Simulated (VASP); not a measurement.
These are PBE GGA, VASP's PBE PAW potentials (set 64) (plane waves; VASP) values and carry that method's errors. Each cell was relaxed at this level, without spin-orbit coupling.

### Question
Which of these comes out without a gap?
(A) PbSe, Fm-3m (225)
(B) InSb, F-43m (216)
(C) PtS2, P-3m1 (164)
(D) SnO2, P4_2/mnm (136)

### Answer
B, InSb, F-43m (216). The others have gaps of 0.64 eV (SnO2, P4_2/mnm (136)), 1.39 eV (PtS2, P-3m1 (164)), 0.43 eV (PbSe, Fm-3m (225)).
